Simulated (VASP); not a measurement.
Here is the system:

```yaml
crystal:
  lattice:
    - [1.13473, -1.96541, 0.00000]
    - [1.13473, 1.96541, 0.00000]
    - [0.00000, 0.00000, 3.55667]
  atoms:
    - { symbol: Be, position: [0.33333, 0.66667, 0.25000] }
    - { symbol: Be, position: [0.66667, 0.33333, 0.75000] }
```

Method: rev-vdW-DF2, VASP's PBE PAW potentials (set 64) (plane waves; VASP). Settings: 520 eV cut-off, 16×16×9 Γ-centred mesh, first-order Methfessel-Paxton smearing of 0.10 eV, potentials Be.

Problem. What does the run give for the energy per atom (σ→0), band gap (on the k-mesh) with the smallest direct gap where there is one?

Solution. 
* **band gap (on the k-mesh)**: none (metal, semimetal or under 0.01 eV)
* **energy per atom (σ→0)**: -3.357 eV/atom

The absolute energy has meaning only against runs of the same code, potentials and settings.

The compound is Be in the hcp structure. It was relaxed first. The start is the result of an earlier pass.
